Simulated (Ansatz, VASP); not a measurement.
**BN in two plane-wave programs**

Wanted: the spread between two codes on one cell, functional and k mesh. The cell is taken from a series of runs on this material, whose earlier steps may have relaxed, scaled, displaced or heated it; both programs get it as it stands.

Main program and level: Ansatz 0.2.0; plane waves, with VASP 6.6.1 beside it; zone-centre phonons at LDA.

## 1. The starting structure

It takes space group F-43m (No. 216, cubic). Conventional cell: a = 3.608 Å, b = 3.608 Å, c = 3.608 Å, α = 90.00°, β = 90.00°, γ = 90.00°. Nearest to B lie 4 N at 1.56 Å. N has 4 B at 1.56 Å nearest. Farther neighbours and most contacts between anions are not listed.

As a file:

```cif
data_structure
_symmetry_space_group_name_H-M 'F-43m'
_symmetry_Int_Tables_number 216
_cell_length_a 3.6078
_cell_length_b 3.6078
_cell_length_c 3.6078
_cell_angle_alpha 90.000
_cell_angle_beta 90.000
_cell_angle_gamma 90.000
_cell_volume 46.96
loop_
_atom_site_label
_atom_site_type_symbol
_atom_site_symmetry_multiplicity
_atom_site_Wyckoff_symbol
_atom_site_fract_x
_atom_site_fract_y
_atom_site_fract_z
_atom_site_occupancy
B1 B 4 a 0.00000 0.00000 0.00000 1
N1 N 4 d 0.25000 0.25000 0.75000 1
```

## 2. VASP: zone-centre phonons, LDA, pair 1

Second derivatives magnify differences that forces hide, and they need a tight electronic threshold.

Lines of VASP's logs that name or quote its potential files are left out, and so is its time.

INCAR

```
SYSTEM = BN
PREC = Accurate
ENCUT = 600
EDIFF = 1E-08
NELM = 120
ISMEAR = 0
SIGMA = 0.01
LREAL = .FALSE.
ALGO = Normal
GGA = CA
NBANDS = 10
LORBIT = 11
LWAVE = .FALSE.
LCHARG = .FALSE.
ISIF = 2
IBRION = 8
LEPSILON = .TRUE.
LASPH = .TRUE.
GGA_COMPAT = .FALSE.
EFERMI = MIDGAP
KPAR = 2
```

POSCAR

```
BN
1.0
    0.0000000000      1.8038902884      1.8038902884
    1.8038902884      0.0000000000      1.8038902884
    1.8038902884      1.8038902884      0.0000000000
B N
1 1
Direct
    0.0000000000      0.0000000000      0.0000000000
    0.2500000000      0.2500000000      0.2500000000
```

KPOINTS

```
Automatic mesh
0
Gamma
12 12 12
0 0 0
```

PAW data sets: B and N (LDA family, release 64).

Started as:

```
$ mpirun -np 2 vasp_std
```

Numbers of over 12 decimals in the logs are rounded to 6 here.

The log of the run:

```text
[banner, memory and clock lines left out]
running    2 mpi-ranks, on    1 nodes
 distrk:  each k-point on    1 cores,    2 groups
 distr:  one band on    1 cores,    1 groups

 POSCAR found type information on POSCAR B N
 POSCAR found :  2 types and       2 ions
 LDA part: xc-table for (Slater(with rela. corr.)+CA(PZ))
 , standard interpolation
 POSCAR, INCAR and KPOINTS ok, starting setup
 FFT: planning ... GRIDC
 FFT: planning ... GRID_SOFT
 FFT: planning ... GRID
 WAVECAR not read
 entering main loop
       N       E                     dE             d eps       ncg     rms          rms(c)
DAV:   1     0.108490188679E+02    0.10849E+02   -0.56608E+03  1456   0.893E+02
DAV:   2    -0.200476673263E+02   -0.30897E+02   -0.30198E+02  1718   0.169E+02
DAV:   3    -0.205512432322E+02   -0.50358E+00   -0.50247E+00  1700   0.190E+01
DAV:   4    -0.205519314778E+02   -0.68825E-03   -0.68824E-03  1546   0.799E-01
DAV:   5    -0.205519321375E+02   -0.65969E-06   -0.65973E-06  1644   0.252E-02    0.652E+00
DAV:   6    -0.195532253016E+02    0.99871E+00   -0.33539E+00  1458   0.112E+01    0.308E+00
DAV:   7    -0.194428246829E+02    0.11040E+00   -0.89374E-02  1588   0.262E+00    0.176E+00
DAV:   8    -0.194109994296E+02    0.31825E-01   -0.48858E-02  1610   0.158E+00    0.178E-01
DAV:   9    -0.194108464462E+02    0.15298E-03   -0.88995E-04  1552   0.278E-01    0.801E-02
DAV:  10    -0.194108304687E+02    0.15977E-04   -0.46505E-05  1630   0.684E-02    0.137E-02
DAV:  11    -0.194108309644E+02   -0.49562E-06   -0.18619E-06  1608   0.985E-03    0.623E-03
DAV:  12    -0.194108308912E+02    0.73200E-07   -0.53066E-07  1590   0.454E-03    0.210E-04
DAV:  13    -0.194108308918E+02   -0.65791E-09   -0.81659E-09   906   0.929E-04
   1 F= -.19410831E+02 E0= -.19410831E+02  d E =0.000000E+00
 Linear response reoptimize wavefunctions to high precision
DAV:   1    -0.194108308918E+02    0.25580E-10   -0.20790E-10   974   0.178E-04
 Linear response G [H, r] |phi>, progress :
  Direction:   1
       N       E                     dE             d eps       ncg     rms
RMM:   1    -0.375626377967E+02   -0.37563E+02   -0.31828E+01  3320   0.506E+01
RMM:   2    -0.320353138932E+02    0.55273E+01   -0.80935E-01  2304   0.891E+00
RMM:   3    -0.320533472646E+02   -0.18033E-01    0.14304E-02  2438   0.363E-01
RMM:   4    -0.320548655461E+02   -0.15183E-02    0.93623E-04  2531   0.209E-02
RMM:   5    -0.320549550000E+02   -0.89454E-04    0.48498E-05  2488   0.148E-03
RMM:   6    -0.320549575893E+02   -0.25893E-05    0.21373E-05  2110   0.177E-04
RMM:   7    -0.320549574483E+02    0.14106E-06    0.22806E-05  1754   0.882E-05
RMM:   8    -0.320549574067E+02    0.41590E-07    0.24108E-05  1772   0.876E-05
RMM:   9    -0.320549572433E+02    0.16336E-06    0.24617E-05  1650   0.876E-05
RMM:  10    -0.320549576939E+02   -0.45057E-06    0.21600E-05  1454   0.876E-05
 Linear response G [H, r] |phi>, progress :
  Direction:   2
       N       E                     dE             d eps       ncg     rms
RMM:   1    -0.348889470695E+02   -0.34889E+02   -0.23195E+01  3327   0.481E+01
RMM:   2    -0.325944010671E+02    0.22945E+01   -0.48772E-01  2300   0.751E+00
RMM:   3    -0.326100941549E+02   -0.15693E-01    0.79301E-03  2437   0.308E-01
RMM:   4    -0.326109343214E+02   -0.84017E-03    0.71653E-04  2584   0.179E-02
RMM:   5    -0.326110019149E+02   -0.67593E-04    0.45369E-05  2514   0.129E-03
RMM:   6    -0.326110039650E+02   -0.20502E-05    0.22681E-05  2114   0.153E-04
RMM:   7    -0.326110035289E+02    0.43616E-06    0.28556E-05  1798   0.771E-05
RMM:   8    -0.326110043282E+02   -0.79935E-06    0.25994E-05  1814   0.766E-05
RMM:   9    -0.326110032857E+02    0.10425E-05    0.35640E-05  1770   0.766E-05
RMM:  10    -0.326110040754E+02   -0.78961E-06    0.30883E-05  1533   0.766E-05
 Linear response G [H, r] |phi>, progress :
  Direction:   3
       N       E                     dE             d eps       ncg     rms
RMM:   1    -0.254038432658E+02   -0.25404E+02    0.73231E+01  3121   0.508E+01
RMM:   2    -0.237549398748E+02    0.16489E+01   -0.96548E-01  2278   0.853E+00
RMM:   3    -0.237533895659E+02    0.15503E-02   -0.33188E-03  2450   0.384E-01
RMM:   4    -0.237533421636E+02    0.47402E-04   -0.15915E-05  2546   0.248E-02
RMM:   5    -0.237533418408E+02    0.32278E-06   -0.55832E-08  2444   0.193E-03
RMM:   6    -0.237533418489E+02   -0.80801E-08   -0.83800E-09  2081   0.214E-04
 Linear response to external field (no local field effect), progress :
  Direction:   1
       N       E                     dE             d eps       ncg     rms          rms(c)
RMM:   1    -0.143230679366E+00   -0.14323E+00   -0.44685E-01  3250   0.201E+00
RMM:   2    -0.143730938852E+00   -0.50026E-03   -0.33389E-04  2326   0.148E-01
RMM:   3    -0.143731692947E+00   -0.75410E-06   -0.45049E-07  2362   0.505E-03
RMM:   4    -0.143731695347E+00   -0.23993E-08   -0.63232E-10  2138   0.230E-04
 change of polarisation eV/A/(eV/A) component  1 :     0.287     0.121     0.032
 dielectric tensor                  component  1 :     5.431     1.872     0.496
 Linear response to external field (no local field effect), progress :
  Direction:   2
       N       E                     dE             d eps       ncg     rms          rms(c)
RMM:   1    -0.142782237717E+00   -0.14278E+00   -0.44007E-01  3249   0.199E+00
[...]
RMM:   2    -0.771278877508E-01   -0.38437E-03   -0.21400E-04  2318   0.126E-01
RMM:   3    -0.771284509367E-01   -0.56319E-06   -0.30200E-07  2346   0.429E-03
RMM:   4    -0.771284515935E-01   -0.65683E-09   -0.11465E-09  2160   0.207E-04
 change of polarisation eV/A/(eV/A) component  3 :     0.032    -0.041     0.154
 dielectric tensor                  component  3 :     0.495    -0.635     3.378
 Linear response to external field, progress :
  Direction:   1
       N       E                     dE             d eps       ncg     rms          rms(c)
RMM:   1    -0.120917850571E+00   -0.12092E+00   -0.36604E-01 12611   0.186E+00
RMM:   2    -0.121355513703E+00   -0.43766E-03   -0.28916E-04  9042   0.140E-01    0.586E-01
RMM:   3    -0.119016091563E+00    0.23394E-02   -0.97549E-04  8864   0.241E-01    0.343E-01
RMM:   4    -0.122913729257E+00   -0.38976E-02   -0.14502E-03  9140   0.294E-01    0.367E-02
RMM:   5    -0.123378235331E+00   -0.46451E-03   -0.15354E-05  9294   0.316E-02    0.424E-03
RMM:   6    -0.123393532895E+00   -0.15298E-04   -0.34735E-08  9405   0.176E-03    0.223E-03
RMM:   7    -0.123402800956E+00   -0.92681E-05   -0.77774E-09  9378   0.862E-04    0.101E-04
RMM:   8    -0.123403022884E+00   -0.22193E-06    0.23925E-10  5809   0.381E-05    0.265E-05
RMM:   9    -0.123403008867E+00    0.14017E-07    0.15085E-11  4781   0.396E-05    0.209E-06
 change of polarisation eV/A/(eV/A) component  1 :     0.233     0.042     0.027
 dielectric tensor                  component  1 :     4.585     0.648     0.411
 Linear response to external field, progress :
  Direction:   2
       N       E                     dE             d eps       ncg     rms          rms(c)
RMM:   1    -0.120918317680E+00   -0.12092E+00   -0.36605E-01 12610   0.186E+00
RMM:   2    -0.121355538797E+00   -0.43722E-03   -0.28381E-04  9040   0.139E-01    0.586E-01
RMM:   3    -0.119016093977E+00    0.23394E-02   -0.97428E-04  8866   0.240E-01    0.343E-01
RMM:   4    -0.122913630882E+00   -0.38975E-02   -0.14486E-03  9146   0.293E-01    0.367E-02
RMM:   5    -0.123378128326E+00   -0.46450E-03   -0.15354E-05  9294   0.316E-02    0.424E-03
RMM:   6    -0.123393432105E+00   -0.15304E-04   -0.35615E-08  9403   0.176E-03    0.223E-03
RMM:   7    -0.123402701832E+00   -0.92697E-05   -0.77474E-09  9379   0.862E-04    0.101E-04
RMM:   8    -0.123402915284E+00   -0.21345E-06    0.15018E-10  5599   0.365E-05    0.280E-05
RMM:   9    -0.123402910314E+00    0.49699E-08    0.10459E-10  4953   0.415E-05    0.225E-06
 change of polarisation eV/A/(eV/A) component  2 :     0.031     0.233     0.028
 dielectric tensor                  component  2 :     0.473     4.585     0.425
 Linear response to external field, progress :
  Direction:   3
       N       E                     dE             d eps       ncg     rms          rms(c)
RMM:   1    -0.120918018683E+00   -0.12092E+00   -0.36604E-01 12610   0.186E+00
RMM:   2    -0.121355510763E+00   -0.43749E-03   -0.29053E-04  9042   0.140E-01    0.586E-01
RMM:   3    -0.119016075268E+00    0.23394E-02   -0.97571E-04  8864   0.241E-01    0.343E-01
RMM:   4    -0.122913623842E+00   -0.38975E-02   -0.14505E-03  9141   0.294E-01    0.367E-02
RMM:   5    -0.123378122061E+00   -0.46450E-03   -0.15352E-05  9294   0.316E-02    0.424E-03
RMM:   6    -0.123393433872E+00   -0.15312E-04   -0.34920E-08  9405   0.176E-03    0.223E-03
RMM:   7    -0.123402703014E+00   -0.92691E-05   -0.78092E-09  9380   0.862E-04    0.101E-04
RMM:   8    -0.123402916428E+00   -0.21341E-06    0.13080E-10  5672   0.371E-05    0.278E-05
RMM:   9    -0.123402910239E+00    0.61893E-08    0.87783E-11  4941   0.411E-05    0.220E-06
 change of polarisation eV/A/(eV/A) component  3 :     0.026     0.043     0.233
 dielectric tensor                  component  3 :     0.396     0.663     4.585
 Linear response DOF=           2
 Linear response progress:
  Degree of freedom:   1/  2
       N       E                     dE             d eps       ncg     rms          rms(c)
RMM:   1    -0.414066002820E-01   -0.41407E-01   -0.24504E-02 14150   0.134E+00
RMM:   2    -0.361392644266E-01    0.52673E-02   -0.17285E-03  8608   0.241E-01    0.143E-01
RMM:   3    -0.360242233570E-01    0.11504E-03   -0.34385E-04  8924   0.752E-02    0.806E-02
RMM:   4    -0.362936051368E-01   -0.26938E-03   -0.34439E-04  8961   0.856E-02    0.749E-03
RMM:   5    -0.362651987034E-01    0.28406E-04   -0.31673E-05  9185   0.714E-03    0.107E-03
RMM:   6    -0.362598953220E-01    0.53034E-05   -0.19627E-06  9187   0.523E-04    0.396E-04
RMM:   7    -0.362574132724E-01    0.24820E-05    0.39373E-07  9302   0.379E-04    0.439E-05
RMM:   8    -0.362575149980E-01   -0.10173E-06    0.11073E-07  9323   0.266E-05    0.102E-05
RMM:   9    -0.362574614809E-01    0.53517E-07    0.14482E-07  9482   0.998E-06    0.869E-07
RMM:  10    -0.362574635465E-01   -0.20656E-08    0.12244E-07  6098   0.295E-06    0.355E-07
RMM:  11    -0.362574635161E-01    0.30340E-10    0.11242E-07  5074   0.297E-06    0.184E-08
 first order change of Fermi-energy  -0.92546E+00
 force on displaced ion       1 direction 1 : -24.313  -0.000  -0.000
 Born effective charge ion    1 direction 1 :   1.884   0.000   0.000
 Linear response progress:
  Degree of freedom:   2/  2
       N       E                     dE             d eps       ncg     rms          rms(c)
RMM:   1    -0.229323492511E+00   -0.22932E+00    0.10657E-01 11379   0.332E+00
RMM:   2    -0.223640829339E+00    0.56827E-02   -0.18390E-03  8634   0.440E-01    0.226E-01
RMM:   3    -0.224632527606E+00   -0.99170E-03   -0.34433E-04  8348   0.156E-01    0.122E-01
RMM:   4    -0.226626040489E+00   -0.19935E-02   -0.33612E-04  8078   0.152E-01    0.229E-02
RMM:   5    -0.226680510960E+00   -0.54470E-04   -0.12164E-06  9275   0.226E-02    0.874E-04
RMM:   6    -0.226688144696E+00   -0.76337E-05    0.32741E-07  9140   0.110E-03    0.410E-04
RMM:   7    -0.226686202504E+00    0.19422E-05    0.10081E-07  9389   0.368E-04    0.463E-05
RMM:   8    -0.226686015755E+00    0.18675E-06   -0.78431E-08  9360   0.237E-05    0.194E-05
RMM:   9    -0.226685959604E+00    0.56151E-07   -0.81328E-08  9588   0.197E-05    0.968E-07
RMM:  10    -0.226685959534E+00    0.70011E-10   -0.76499E-08  7250   0.596E-06    0.431E-07
 first order change of Fermi-energy   0.92573E+00
 force on displaced ion       2 direction 1 : -24.313   0.000   0.000
 Born effective charge ion    2 direction 1 :  -1.884   0.000   0.000
 Born effective charges drift removed
 Linear response finished
```

OUTCAR, selected parts (step 2):

```text
ion  position               nearest neighbor table
   1  0.000  0.000  0.000-   2 1.56   2 1.56   2 1.56   2 1.56
   2  0.250  0.250  0.250-   1 1.56   1 1.56   1 1.56   1 1.56

  LATTYP: Found a face centered cubic cell.
 ALAT       =     3.6077805768

 Subroutine GETGRP returns: Found 24 space group operations
 (whereof 24 operations were pure point group operations)

The static configuration has the point symmetry T_d .

 Found     72 irreducible k-points:

   k-points           NKPTS =     72   k-points in BZ     NKDIM =     72   number of bands    NBANDS=     10

   dimension x,y,z NGX =    20 NGY =   20 NGZ =   20
   dimension x,y,z NGXF=    40 NGYF=   40 NGZF=   40

   ENCUT  =  600.0 eV  44.10 Ry    6.64 a.u.   5.10  5.10  5.10*2*pi/ulx,y,z

   NELECT =       8.0000    total number of electrons

 k-points in reciprocal lattice and weights: Automatic mesh
   0.00000000  0.00000000  0.00000000       0.001
   0.08333333  0.00000000  0.00000000       0.005
   0.16666667  0.00000000  0.00000000       0.005
   0.25000000  0.00000000  0.00000000       0.005
   0.33333333  0.00000000  0.00000000       0.005
   0.41666667  0.00000000  0.00000000       0.005
   0.50000000  0.00000000  0.00000000       0.002
   0.08333333  0.08333333  0.00000000       0.003
   0.16666667  0.08333333  0.00000000       0.014
[...]
-0.33333333  0.50000000  0.16666667       0.007
  -0.25000000  0.50000000  0.25000000       0.003

 average (electrostatic) potential at core
       1 -29.4887       2 -60.0384

  Total       -0.5948085     -0.5948085     -0.5948085      0.0000000     -0.0000000      0.0000000
  in kB      -81.1759464    -81.1759464    -81.1759464      0.0000000     -0.0000000      0.0000000
  external PRESSURE =     -81.1759464 kB  Pullay stress =       0.0000000 kB

  energy-cutoff  :      600.00
  volume of cell :       11.74
      direct lattice vectors                 reciprocal lattice vectors
     0.000000000  1.803890288  1.803890288    -0.277178719  0.277178719  0.277178719
     1.803890288  0.000000000  1.803890288     0.277178719 -0.277178719  0.277178719
     1.803890288  1.803890288  0.000000000     0.277178719  0.277178719 -0.277178719

 POSITION                                       TOTAL-FORCE (eV/Angst)
 -----------------------------------------------------------------------------------
      0.00000      0.00000      0.00000        -0.000000     -0.000000     -0.000000
      0.90195      0.90195      0.90195         0.000000      0.000000      0.000000
 -----------------------------------------------------------------------------------
    total drift:                               -0.000000     -0.000000     -0.000000

 MACROSCOPIC STATIC DIELECTRIC TENSOR (including local field effects in DFT)
 ------------------------------------------------------
           4.584741     0.000000    -0.000000
           0.000000     4.584741    -0.000000
          -0.000000     0.000000     4.584741
 ------------------------------------------------------

 PIEZOELECTRIC TENSOR (including local field effects)  for field in x, y, z        (C/m^2)
          XX          YY          ZZ          XY          YZ          ZX
  --------------------------------------------------------------------------------
  x     0.00000     0.00000    -0.00000     0.00000    -1.02781     0.00000
  y     0.00000    -0.00000    -0.00000     0.00000     0.00000    -1.02781
  z    -0.00000     0.00000     0.00000    -1.02781     0.00000     0.00000

 BORN EFFECTIVE CHARGES (including local field effects) (in |e|, cummulative output)
 ---------------------------------------------------------------------------------
 ion    1
    1     1.88353    -0.00000    -0.00000
    2     0.00000     1.88353     0.00000
    3     0.00000    -0.00000     1.88353
 ion    2
    1    -1.88353     0.00000     0.00000
    2     0.00000    -1.88353     0.00000
    3     0.00000     0.00000    -1.88353

 Eigenvectors and eigenvalues of the dynamical matrix
 ----------------------------------------------------

   1 f  =   31.209497 THz   196.095052 2PiTHz 1041.036756 cm-1   129.072050 meV
             X         Y         Z           dx          dy          dz
      0.000000  0.000000  0.000000    -0.360000   -0.659303    0.000000
      0.901945  0.901945  0.901945     0.316344    0.579350   -0.000000

   2 f  =   31.209497 THz   196.095052 2PiTHz 1041.036756 cm-1   129.072050 meV
             X         Y         Z           dx          dy          dz
      0.000000  0.000000  0.000000     0.000000    0.000000    0.751186
      0.901945  0.901945  0.901945     0.000000   -0.000000   -0.660091

   3 f  =   31.209497 THz   196.095052 2PiTHz 1041.036756 cm-1   129.072050 meV
             X         Y         Z           dx          dy          dz
      0.000000  0.000000  0.000000    -0.659303    0.360000    0.000000
      0.901945  0.901945  0.901945     0.579350   -0.316344    0.000000

   4 f/i=    0.000101 THz     0.000635 2PiTHz    0.003371 cm-1     0.000418 meV
             X         Y         Z           dx          dy          dz
      0.000000  0.000000  0.000000    -0.448530    0.454753    0.166555
      0.901945  0.901945  0.901945    -0.510429    0.517511    0.189540

   5 f/i=    0.000101 THz     0.000635 2PiTHz    0.003371 cm-1     0.000418 meV
             X         Y         Z           dx          dy          dz
      0.000000  0.000000  0.000000     0.376253    0.184281    0.510092
      0.901945  0.901945  0.901945     0.428177    0.209712    0.580487

   6 f/i=    0.000101 THz     0.000635 2PiTHz    0.003371 cm-1     0.000418 meV
             X         Y         Z           dx          dy          dz
      0.000000  0.000000  0.000000     0.304917    0.441543   -0.384428
      0.901945  0.901945  0.901945     0.346997    0.502478   -0.437481

 MACROSCOPIC STATIC DIELECTRIC TENSOR IONIC CONTRIBUTION
 ------------------------------------------------------
           2.249139    -0.000000    -0.000000
          -0.000000     2.249139    -0.000000
          -0.000000    -0.000000     2.249139
 ------------------------------------------------------

 ELASTIC MODULI CONTR FROM IONIC RELAXATION (kBar)
 Direction    XX          YY          ZZ          XY          YZ          ZX
 --------------------------------------------------------------------------------
 XX          -0.0000     -0.0000      0.0000     -0.0000      0.0000      0.0000
 YY          -0.0000     -0.0000      0.0000     -0.0000      0.0000      0.0000
 ZZ           0.0000      0.0000     -0.0000      0.0000     -0.0000     -0.0000
 XY          -0.0000     -0.0000      0.0000    -14.9190      0.0000      0.0000
 YZ           0.0000      0.0000     -0.0000      0.0000    -14.9190      0.0000
 ZX           0.0000      0.0000     -0.0000      0.0000      0.0000    -14.9190
 --------------------------------------------------------------------------------

 PIEZOELECTRIC TENSOR IONIC CONTR  for field in x, y, z        (C/m^2)
          XX          YY          ZZ          XY          YZ          ZX
  --------------------------------------------------------------------------------
  x    -0.00000    -0.00000     0.00000    -0.00000     0.17237    -0.00000
  y    -0.00000    -0.00000     0.00000     0.00000     0.00000     0.17237
  z     0.00000     0.00000    -0.00000     0.17237     0.00000    -0.00000
```

(Part 1 of 2 ends here.)

[Lines on the potential files, build, host, timing and source positions are cut from VASP's logs without a mark.]

[Logs are printed without paths, hosts, clocks, repeated set-up lines and the standing remarks that a program may print on its own settings, such as how far it seeks lower states.]

[Hosts, paths, dates, database ids (printed as entryN), source tags and the programs' standing remarks are cut or masked in the printed files.]
